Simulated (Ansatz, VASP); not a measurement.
## One calculation of KNbAl4, two programs

Contents of INCAR:

```
PREC = Accurate
ENCUT = 600
EDIFF = 1E-7
ISMEAR = 0
SIGMA = 0.1
LREAL = False
LASPH = True
NELM = 80
ALGO = Normal
ISIF = 3
LWAVE = False
LCHARG = False
GGA = PE
IBRION = 2
NSW = 90
EDIFFG = -0.04
```

File KPOINTS:

```
regular mesh
0
Gamma
  4 4 4
```

Contents of POSCAR:

```
KNbAl4
1.0
    0.0000000000      3.7524195300      3.7524195300
    3.7524195300      0.0000000000      3.7524195300
    3.7524195300      3.7524195300      0.0000000000
K Al Nb
1 4 1
Direct
    0.2500000000      0.2500000000      0.2500000000
    0.6258700000      0.6258700000      0.1223900000
    0.6258700000      0.1223900000      0.6258700000
    0.1223900000      0.6258700000      0.6258700000
    0.6258700000      0.6258700000      0.6258700000
    0.0000000000      0.0000000000      0.0000000000
```

Input for Ansatz:

```yaml
crystal:
  lattice:
    - [0.0, 3.75241953, 3.75241953]
    - [3.75241953, 0.0, 3.75241953]
    - [3.75241953, 3.75241953, 0.0]
  atoms:
    - { symbol: K, position: [0.25, 0.25, 0.25] }
    - { symbol: Al, position: [0.62587, 0.62587, 0.12239] }
    - { symbol: Al, position: [0.62587, 0.12239, 0.62587] }
    - { symbol: Al, position: [0.12239, 0.62587, 0.62587] }
    - { symbol: Al, position: [0.62587, 0.62587, 0.62587] }
    - { symbol: Nb, position: [0.0, 0.0, 0.0] }
basis:
  ecutwfc: 420
kpoints:
  mp_grid: { grid: [4, 4, 4] }
hamiltonian:
  xc: pbe
scf:
  occupations: { method: gaussian, width: 0.1 }
  lower_state_search: "off"
output:
  forces: true
  stress: true
  eigenvalues: true
relax:
  adjacent_minimum: "off"
  f_tol: 0.04
  max_steps: 70
  cell: { stress_tol: 0.4 }
```

Change from the starting cell: species swapped into the YbCdCu4 type (F-43m, No. 216).

Alike in both runs: task relaxation of cell and atoms; functional PBE; k mesh 4 × 4 × 4; occupations gaussian, width 0.1 eV; no spin polarisation.

|  | VASP | Ansatz |
| --- | --- | --- |
| version | VASP 6.6.1 | Ansatz 0.2.0 |
| potentials or method | VASP PAW PBE potentials, release 64 (K_sv, Al, Nb_sv) | scalar-relativistic, plane waves, PAW |
| plane-wave cutoff (eV) | 600 | 420 |
| valence electrons in the cell | 34 | 34 |

Ansatz gave:

| Property | Result |
| --- | --- |
| gap on the k mesh at the Fermi level, each at its own relaxed structure (eV) | none |
| relaxed volume (Å³/atom) | 19.12 |
| relaxed cell length with the largest relative difference (Å) | 5.454 |
| energy change over the relaxation (meV/atom) | -31 |

Question: Which values does VASP return?

Answer: gap on the k mesh at the Fermi level, each at its own relaxed structure (eV): none; relaxed volume (Å³/atom): 19.09; relaxed cell length with the largest relative difference (Å): 5.452; energy change over the relaxation (meV/atom): -32.

A gap of «none» marks a metal or a gap that the smearing closes.

Caveats: the k mesh is coarse (spacing up to 0.36 Å⁻¹), so the values aren't converged.
